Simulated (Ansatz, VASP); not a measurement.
# Cross-check of Mg35Zr between VASP and Ansatz

One calculation is typed for both programs; each brings its own data sets and cutoff. How far apart do they land? The structure shown is the end of the VASP relaxation below.

Main program and level: Ansatz 0.2.0; plane waves, with VASP 6.6.1 beside it; single point at PBEsol.

## 1. The structure

The cell holds 36 atoms: 1 Zr and 35 Mg. Its edges and angles: a = 9.551 Å, b = 9.551 Å, c = 10.221 Å, α = 90.0°, β = 90.0°, γ = 120.0°. It derives from Mg. Nearest the centre at fractional (0.000, 0.000, 0.000): Zr1 at 0.00 Å, Mg23 at 3.12 Å, Mg24 at 3.12 Å, Mg35 at 3.12 Å, Mg36 at 3.12 Å, Mg19 at 3.12 Å, Mg20 at 3.12 Å, Mg7 at 3.16 Å.

## 2. VASP: relaxation, PBEsol

This run makes the geometry at which the two programs are then compared.

Lines of VASP's logs that name or quote its potential files are left out, and so is its time.

Contents of INCAR:

```
SYSTEM = Mg35Zr
PREC = Normal
ENCUT = 300
EDIFF = 1E-05
NELM = 120
ISMEAR = 1
SIGMA = 0.2
LREAL = Auto
ALGO = Fast
GGA = PS
NBANDS = 68
LASPH = .TRUE.
LORBIT = 11
LWAVE = .FALSE.
LCHARG = .TRUE.
KPAR = 4
IBRION = 2
NSW = 50
ISIF = 2
EDIFFG = -0.03
POTIM = 0.4
MAXMIX = 40
ISYM = 2
```

Contents of POSCAR:

```
Mg35Zr
1.0
    9.5507405628      0.0000000000      0.0000000000
   -4.7753702814      8.2711839522      0.0000000000
    0.0000000000      0.0000000000     10.2209445440
Zr Mg
1 35
Direct
    0.0000000000      0.0000000000      0.0000000000
    0.0000000000      0.0000000000      0.5000000000
    0.0000000000      0.3333333300      0.0000000000
    0.0000000000      0.3333333300      0.5000000000
    0.0000000000      0.6666666700      0.0000000000
    0.0000000000      0.6666666700      0.5000000000
    0.3333333300      0.0000000000      0.0000000000
    0.3333333300      0.0000000000      0.5000000000
    0.3333333300      0.3333333300      0.0000000000
    0.3333333300      0.3333333300      0.5000000000
    0.3333333300      0.6666666700      0.0000000000
    0.3333333300      0.6666666700      0.5000000000
    0.6666666700      0.0000000000      0.0000000000
    0.6666666700      0.0000000000      0.5000000000
    0.6666666700      0.3333333300      0.0000000000
    0.6666666700      0.3333333300      0.5000000000
    0.6666666700      0.6666666700      0.0000000000
    0.6666666700      0.6666666700      0.5000000000
    0.1111111100      0.2222222200      0.2500000000
    0.1111111100      0.2222222200      0.7500000000
    0.1111111100      0.5555555600      0.2500000000
    0.1111111100      0.5555555600      0.7500000000
    0.1111111100      0.8888888900      0.2500000000
    0.1111111100      0.8888888900      0.7500000000
    0.4444444400      0.2222222200      0.2500000000
    0.4444444400      0.2222222200      0.7500000000
    0.4444444400      0.5555555600      0.2500000000
    0.4444444400      0.5555555600      0.7500000000
    0.4444444400      0.8888888900      0.2500000000
    0.4444444400      0.8888888900      0.7500000000
    0.7777777800      0.2222222200      0.2500000000
    0.7777777800      0.2222222200      0.7500000000
    0.7777777800      0.5555555600      0.2500000000
    0.7777777800      0.5555555600      0.7500000000
    0.7777777800      0.8888888900      0.2500000000
    0.7777777800      0.8888888900      0.7500000000
```

Contents of KPOINTS:

```
Automatic mesh
0
Gamma
4 4 4
0 0 0
```

PAW data sets: Zr_sv and Mg (PBE family, release 64).

Started as:

```sh
$ mpirun -np 4 vasp_std
```

Numbers of over 12 decimals in the logs are rounded to 6 here.

The program printed:

```text
[banner, memory and clock lines left out]
running    4 mpi-ranks, on    1 nodes
[...]
|                                                                             |
|               ----> ADVICE to this user running VASP <----                  |
|                                                                             |
|     You enforced a specific xc type in the INCAR file but a different       |
|     [... a line on the potential file left out ...]
|     I HOPE YOU KNOW WHAT YOU ARE DOING!                                     |
|                                                                             |

 LDA part: xc-table for (Slater+PW92), standard interpolation
 POSCAR, INCAR and KPOINTS ok, starting setup
[...]
entering main loop
       N       E                     dE             d eps       ncg     rms          rms(c)
DAV:   1     0.139450899395E+03    0.13945E+03   -0.18084E+04  1632   0.592E+02
DAV:   2    -0.573721026516E+02   -0.19682E+03   -0.18618E+03  1908   0.110E+02
DAV:   3    -0.693709181488E+02   -0.11999E+02   -0.11525E+02  2288   0.239E+01
DAV:   4    -0.699190564748E+02   -0.54814E+00   -0.54306E+00  2368   0.444E+00
[...]
RMM:  12    -0.689432990912E+02    0.17258E-03   -0.79593E-04  1885   0.728E-02    0.351E-02
RMM:  13    -0.689432889546E+02    0.10137E-04   -0.18013E-04  1857   0.283E-02    0.147E-02
RMM:  14    -0.689432957532E+02   -0.67985E-05   -0.47275E-05  1613   0.133E-02
   1 F= -.68943296E+02 E0= -.68942958E+02  d E =-.689433E+02
[... from here on, the cycles between the ionic steps are left out ...]
   2 F= -.68950736E+02 E0= -.68950366E+02  d E =-.744014E-02
   3 F= -.68964838E+02 E0= -.68964334E+02  d E =-.215424E-01
   4 F= -.68954959E+02 E0= -.68954195E+02  d E =-.116629E-01
   5 F= -.68967243E+02 E0= -.68966669E+02  d E =-.239473E-01
[...]
reached required accuracy - stopping structural energy minimisation
```

OUTCAR, selected parts (step 2):

```text
  Total       -0.0177977     -0.0177977     -0.4348075      0.0000000      0.0000000      0.0000000
  in kB       -0.0353166     -0.0353166     -0.8628035      0.0000000      0.0000000      0.0000000
  external PRESSURE =      -0.3111456 kB  Pullay stress =       0.0000000 kB

 POSITION                                       TOTAL-FORCE (eV/Angst)
 -----------------------------------------------------------------------------------
      0.00000      0.00000      0.00000         0.000000      0.000000     -0.000000
      0.00000      0.00000      5.11047         0.000000      0.000000     -0.000000
     -1.56444      2.74843      0.00000        -0.001474      0.022388     -0.000000
      7.95789      2.75663      5.11047         0.016805     -0.020477     -0.000000
     -3.17738      5.54213      0.00000         0.018652     -0.012471     -0.000000
      6.36626      5.51342      5.11047        -0.009331      0.024791     -0.000000
     -1.61294      8.25181      0.00000         0.020126     -0.009918     -0.000000
      3.18374      0.00113      5.11047        -0.026136     -0.004315     -0.000000
      1.56444      2.74843      0.00000         0.001474      0.022388     -0.000000
      1.59285      2.75663      5.11047        -0.016805     -0.020477     -0.000000
     -0.00000      5.51412      0.00000         0.000000      0.000000     -0.000000
     -0.00000      5.51412      5.11047         0.000000      0.000000     -0.000000
      1.61294      8.25181      0.00000        -0.020126     -0.009918     -0.000000
      6.36700      0.00113      5.11047         0.026136     -0.004315     -0.000000
[...]
-----------------------------------------------------------------------------------
    total drift:                                0.000049     -0.000028      0.000000

  FREE ENERGIE OF THE ION-ELECTRON SYSTEM (eV)
  ---------------------------------------------------
  free  energy   TOTEN  =       -68.9672430414 eV

  energy  without entropy=      -68.9655216389  energy(sigma->0) =      -68.96666924

 reached required accuracy - stopping structural energy minimisation

[... 2 further parts left out ...]
[key lines of the parts left out:]
E-fermi :   2.8367
```

The run keeps the 12 symmetry operations of its start, so it cannot find a distortion of lower symmetry.

## 3. Ansatz: single point, PBEsol

Ansatz runs on its default PAW (the set named soft_2) files.

The same cell, functional, mesh and smearing now go to Ansatz, which takes its cutoff from its data sets.

Contents of input.yaml:

```yaml
crystal:
  lattice:
    - [9.55074056, 0.0, 0.0]
    - [-4.77537028, 8.27118395, 0.0]
    - [0.0, 0.0, 10.22094454]
  atoms:
    - { symbol: Zr, position: [0.0, 0.0, 0.0] }
    - { symbol: Mg, position: [0.0, 0.0, 0.5] }
    - { symbol: Mg, position: [0.00234237, 0.33229012, 0.0] }
    - { symbol: Mg, position: [0.99986333, 0.33328178, 0.5] }
    - { symbol: Mg, position: [0.00234237, 0.67005225, 0.0] }
    - { symbol: Mg, position: [0.99986333, 0.66658154, 0.5] }
    - { symbol: Mg, position: [0.32994775, 0.99765763, 0.0] }
    - { symbol: Mg, position: [0.33341846, 0.00013667, 0.5] }
    - { symbol: Mg, position: [0.32994775, 0.33229012, 0.0] }
    - { symbol: Mg, position: [0.33341846, 0.33328178, 0.5] }
    - { symbol: Mg, position: [0.33333333, 0.66666667, 0.0] }
    - { symbol: Mg, position: [0.33333333, 0.66666667, 0.5] }
    - { symbol: Mg, position: [0.66770988, 0.99765763, 0.0] }
    - { symbol: Mg, position: [0.66671822, 0.00013667, 0.5] }
    - { symbol: Mg, position: [0.66666667, 0.33333333, 0.0] }
    - { symbol: Mg, position: [0.66666667, 0.33333333, 0.5] }
    - { symbol: Mg, position: [0.66770988, 0.67005225, 0.0] }
    - { symbol: Mg, position: [0.66671822, 0.66658154, 0.5] }
    - { symbol: Mg, position: [0.11043137, 0.22086275, 0.24799318] }
    - { symbol: Mg, position: [0.11043137, 0.22086275, 0.75200682] }
    - { symbol: Mg, position: [0.11073349, 0.55536675, 0.25162282] }
    - { symbol: Mg, position: [0.11073349, 0.55536675, 0.74837718] }
    - { symbol: Mg, position: [0.11043137, 0.88956863, 0.24799318] }
    - { symbol: Mg, position: [0.11043137, 0.88956863, 0.75200682] }
    - { symbol: Mg, position: [0.44310974, 0.22155487, 0.25018885] }
    - { symbol: Mg, position: [0.44310974, 0.22155487, 0.74981115] }
    - { symbol: Mg, position: [0.44463325, 0.55536675, 0.25162282] }
    - { symbol: Mg, position: [0.44463325, 0.55536675, 0.74837718] }
    - { symbol: Mg, position: [0.44463325, 0.88926651, 0.25162282] }
    - { symbol: Mg, position: [0.44463325, 0.88926651, 0.74837718] }
    - { symbol: Mg, position: [0.77844513, 0.22155487, 0.25018885] }
    - { symbol: Mg, position: [0.77844513, 0.22155487, 0.74981115] }
    - { symbol: Mg, position: [0.77844513, 0.55689026, 0.25018885] }
    - { symbol: Mg, position: [0.77844513, 0.55689026, 0.74981115] }
    - { symbol: Mg, position: [0.77913725, 0.88956863, 0.24799318] }
    - { symbol: Mg, position: [0.77913725, 0.88956863, 0.75200682] }
hamiltonian:
  xc: pbesol
  pseudopotentials: { kind: paw }
kpoints:
  mp_grid: { grid: [4, 4, 4] }
scf:
  occupations: { method: methfessel_paxton, width: 0.2 }
  n_extra_bands: 13
output:
  forces: true
  eigenvalues: true
```

Started as:

```sh
$ ansatz run input.yaml --threads 8 --pin off --max-ram 18432MiB --backend cpu --events-out ev --progress --plain --runs-dir out
```

The program printed:

```text
scf.n_extra_bands = 13 over 181 filled bands (N_el = 362.0): the run solves 194 bands
Engine: ansatz 0.2.0, aarch64-unknown-linux-gnu
Pseudopotentials: kind: paw
Pseudopotential: Zr, paw, valence charge 12, recommended cutoff 420 eV (normal), Zr.paw.azcp
Pseudopotential: Mg, paw, valence charge 10, recommended cutoff 420 eV (normal), Mg.paw.azcp
Functional definition: PBEsol
  exchange = pbesol_x
  correlation = pbesol_c
Crystal: 36 atoms, lattice volume = 807.413 Å³
Basis set: ecut = 420 eV, 15731 PW (Γ), exchange–correlation on 128×128×144 points (8 copies of the dense FFT grid, shifted against one another)
Bands: 194, of which v1, the nominal top of the filled ones, is band 181 counted from 1 (180 counted from 0)
Symmetry: 12 space group operations
Space group: P-6m2 (ITA 187), of the structure as read, at distance tolerance 9.3e-5 Å
k-points: 12 of 64 (time reversal used)
Non-local potential: Zr, projectors of the file, l = 0: 3, l = 1: 2, l = 2: 2, l = 3: 2
Non-local potential: Mg, projectors of the file, l = 0: 3, l = 1: 2, l = 2: 1
PAW form: soft (Blöchl's): semilocal exchange-correlation on the pseudo side does not see the compensation charge
PAW frozen core: Zr, regenerated for the run's functional, and the local potential with it (the file was generated under x = pbe(κ = 0.804, μ = 0.219515), c = pbe(β = 0.066725))
PAW frozen core: Mg, regenerated for the run's functional, and the local potential with it (the file was generated under x = pbe(κ = 0.804, μ = 0.219515), c = pbe(β = 0.066725))
PAW one-centre angular grid: Zr, 590 points (default); XC on 64 Gauss nodes
PAW one-centre angular grid: Mg, 110 points (default); XC on 64 Gauss nodes
Initial density: superposition of atomic densities (neutral atoms: chi_scale 0, normalization atom), corrected by the library's trained network
Initial wavefunctions: pseudopotential atomic-orbital guess
Functional: x = pbesol(κ = 0.804, μ = 0.123457), c = pbesol(β = 0.046)
SCF iter   1: F=—  HF=-71050.014881 eV  |F-HF|=—  |Δ(HF+E_count)|=         —  Δρ=2.50e-3  dr2=1.09e-1  ethr=1.77e-3  ⟨swp⟩=5.1  Hψ=8022  notcnv=0
preconditioner: auto → Kerker (q_TF=auto, 2.387 Å⁻¹)  [metal: Δε(μ)=0.013 eV  Ē_g=3.451 eV  σ=0.200 eV  W_gap=0.05  n_scr=198 (ndim 8)  ℏωp=11.2 eV  f_vac=0.000  D(μ)=17.06/eV (n_scr^D=96)]
SCF iter   2: F=—  HF=-71049.993430 eV  |F-HF|=—  |Δ(HF+E_count)|=   2.15e-2  S|Δr|=    0.00e0  Δρ=1.08e-3  dr2=1.94e-2  ethr=3.01e-5  ⟨swp⟩=2.0  Hψ=3150  notcnv=0
SCF iter   3: F=—  HF=-71049.990791 eV  |F-HF|=—  |Δ(HF+E_count)|=   2.64e-3  S|Δr|=    0.00e0  Δρ=5.12e-4  dr2=9.41e-3  ethr=5.35e-6  ⟨swp⟩=3.0  Hψ=4318  notcnv=0
SCF iter   4: F=—  HF=-71049.989970 eV  |F-HF|=—  |Δ(HF+E_count)|=   8.21e-4  S|Δr|=    0.00e0  Δρ=1.86e-4  dr2=1.03e-3  ethr=2.60e-6  ⟨swp⟩=2.0  Hψ=2559  notcnv=0
SCF iter   5: F=—  HF=-71049.989777 eV  |F-HF|=—  |Δ(HF+E_count)|=   1.94e-4  S|Δr|=    0.00e0  Δρ=3.61e-5  dr2=1.57e-5  ethr=2.85e-7  ⟨swp⟩=2.0  Hψ=2748  notcnv=0
SCF iter   6: F=—  HF=-71049.989940 eV  |F-HF|=—  |Δ(HF+E_count)|=   1.64e-4  S|Δr|=    0.00e0  Δρ=7.65e-6  dr2=1.85e-6  ethr=4.34e-9  ⟨swp⟩=2.0  Hψ=4140  notcnv=0
SCF iter   7: F=-71049.989940 eV  HF=-71049.989940 eV  |F-HF|=1.96e-8  |Δ(HF+E_count)|=   1.57e-7  S|Δr|=    0.00e0  Δρ=1.54e-6  dr2=3.20e-8  ethr=2.76e-11  ⟨swp⟩=4.8  Hψ=9931  notcnv=0
SCF 1 converged in 7 iterations: F = -71049.989940 eV  dr2 = 3.20e-8
  greatest PAW one-centre occupation: 1.000 electrons in one spin orbital (limit 2), on the Mg atom at site 22 (counted from 0), in its partial waves of l = 0
SCF converged after 7 iterations
Stability not checked: this state was not tested for a lower state beside it, because cold or Methfessel-Paxton smearing, or corrected tetrahedra, fill the levels in a way that the test cannot read (fill_not_monotonic; see scf.lower_state_search)
Free energy (F): -71049.989940 eV
Harris-Foulkes:  -71049.989940 eV  (|F-HF|=1.96e-8)
Internal energy: -71049.988243 eV  (E = F + TS)
E sigma→0 (E₀):  -71049.989516 eV
Entropy (-TS):   -0.001698 eV (-0.047 meV/atom)
Fermi energy:    5.979404 eV
Step filling:    the computed levels leave a gap of 0.0077 eV = 0.0 smearing widths at the electron count; against every level under it full and every level over it empty, smearing changes F+E_penalty+E_count by +5.310 meV and its σ→0 estimate by +5.735 meV
--- Per-component energies (eV) ---
  E_band       = -12497.248976
  E_kinetic    = 2956.704977
  E_local      = -57051.548021  (includes V_loc(G=0)·N_el)
  E_nonlocal   = 3455.634368
  E_hartree    = 20315.193303
  E_xc         = -1146.641130
  E_vxc        = -1468.980033  (∫ρ·V_xc dr)
  E_paw        = -12743.356196  (= ΣΔE_a)
  E_vpaw       = -1019.455396  (= ΣTr[D̂ρ^β])
  E_aug_tail   = -0.000055  (compensation charges beyond the density's cutoff)
  E_ewald      = -26838.201389
  E_core_change = 2.225900  (= ΣΔE_core)
  E_smearing   = -0.001698  (= −TS)
  E_closure    = -0.000000  (closes the sum)
  Σ components = -71049.989940   (vs F -71049.989940, Δ=0.00e0)
--- Forces (eV/Å), atoms counted from 1 ---
  atom   1  Zr    -0.00000000    -0.00000000    -0.00000000
  atom   2  Mg     0.00000000    -0.00000000    -0.00000000
  atom   3  Mg     0.00089677     0.01733660    -0.00000000
  atom   4  Mg     0.01682627    -0.02071651    -0.00000000
  atom   5  Mg     0.01546232    -0.00789167    -0.00000000
  atom   6  Mg    -0.00952789     0.02493023    -0.00000000
  atom   7  Mg     0.01456555    -0.00944493    -0.00000000
  atom   8  Mg    -0.02635416    -0.00421372    -0.00000000
  atom   9  Mg    -0.00089677     0.01733660    -0.00000000
  atom  10  Mg    -0.01682627    -0.02071651    -0.00000000
  atom  11  Mg     0.00000000     0.00000000     0.00000000
  atom  12  Mg    -0.00000000    -0.00000000    -0.00000000
  atom  13  Mg    -0.01456555    -0.00944493    -0.00000000
  atom  14  Mg     0.02635416    -0.00421372    -0.00000000
  atom  15  Mg    -0.00000000    -0.00000000    -0.00000000
  atom  16  Mg     0.00000000    -0.00000000    -0.00000000
  atom  17  Mg    -0.01546232    -0.00789167     0.00000000
  atom  18  Mg     0.00952789     0.02493023    -0.00000000
  atom  19  Mg     0.00000000    -0.00753824     0.00412417
  atom  20  Mg     0.00000000    -0.00753824    -0.00412417
  atom  21  Mg    -0.00499056    -0.00288130     0.01563762
  atom  22  Mg    -0.00499056    -0.00288130    -0.01563762
  atom  23  Mg    -0.00652831     0.00376912     0.00412417
  atom  24  Mg    -0.00652831     0.00376912    -0.00412417
[...]
atom  29  Mg    -0.00000000     0.00576260     0.01563762
  atom  30  Mg    -0.00000000     0.00576260    -0.01563762
  atom  31  Mg     0.01018241    -0.00587882    -0.00823665
  atom  32  Mg     0.01018241    -0.00587882     0.00823665
  atom  33  Mg    -0.00000000     0.01175763    -0.00823665
  atom  34  Mg    -0.00000000     0.01175763     0.00823665
  atom  35  Mg     0.00652831     0.00376912     0.00412417
  atom  36  Mg     0.00652831     0.00376912    -0.00412417
  max |Σ_I F_I| component: 2.09e-16 eV/Å
--- Band table (eV; the first three rows and the last of 12) ---
  k-point 0: bands = [... 177 lower, 6.0303, 6.1955, 6.2212, 6.3779, 6.3889, 6.3889, 6.5240, 6.5240, ... 9 higher]
  k-point 1: bands = [... 177 lower, 5.6023, 5.8172, 5.8172, 5.9978, 6.0490, 6.0602, 6.0602, 6.1310, ... 9 higher]
  k-point 2: bands = [... 177 lower, 5.6835, 5.6854, 5.6903, 5.6903, 5.7310, 5.9130, 5.9130, 6.6091, ... 9 higher]
  k-point 11: bands = [... 177 lower, 5.0984, 5.4147, 5.6507, 6.0282, 6.1037, 6.1288, 6.2368, 6.5214, ... 9 higher]
```

Wall time 38 s (8 threads of Arm Neoverse N1, shared host); peak memory 5.6 GiB.

## 4. Comparison

Known differences besides the potentials themselves: the data sets hold 362 valence electrons in Ansatz (default PAW (the set named soft_2) files) and 82 in VASP; the cutoff is 420 eV in Ansatz and 300 eV in VASP (PREC = Normal, projectors in real space); Ansatz makes its cores anew for this functional, VASP keeps those of its PBE data sets. Total energies have different zeros and are not compared.

At this near-relaxed geometry the largest component of a force difference is 6 meV/Å.

## 5. Summary of results

| Item | Value |
| --- | --- |
| r.m.s. force difference (single point, PBEsol) | 1.9 meV/Å |

In words: The r.m.s. force difference is 1.9 meV/Å (single point, PBEsol), within the 12 meV/Å picked in this series as the mark of a large difference. Such differences can come from data sets, numerical settings and the points named under the comparisons, not from the functional's error against experiment.

[Lines on the potential files, build, host, timing and source positions are cut from VASP's logs without a mark.]

[Logs are printed without paths, hosts, clocks, repeated set-up lines and the standing remarks that a program may print on its own settings, such as how far it seeks lower states.]

[Hosts, paths, dates, database ids (printed as entryN), source tags and the programs' standing remarks are cut or masked in the printed files.]
